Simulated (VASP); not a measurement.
Consider the following.

```
Mg
1.0
    1.59551    -2.76351     0.00000
    1.59551     2.76351     0.00000
    0.00000     0.00000     5.09157
Mg
2
Direct
  0.33333   0.66667   0.25000
  0.66667   0.33333   0.75000
```

Method: PBEsol GGA, VASP's PBE PAW potentials (set 64) (plane waves; VASP). Numerical set-up: 400 eV cut-off, 12×12×7 Γ-centred mesh, first-order Methfessel-Paxton smearing of 0.10 eV, potentials Mg.

**Question.** Predict the energy per atom (σ→0), band gap (on the k-mesh) with the smallest direct gap where there is one.

**Answer.** 
```json
{
  "band gap (on the k-mesh)": "none (metal, semimetal or under 0.01 eV)",
  "energy per atom (σ→0)": "-1.725 eV/atom"
}
```

Only differences to runs with the same potentials and settings are physical.

The compound is Mg in the hcp structure. It was relaxed first. The start is the result of an earlier pass.
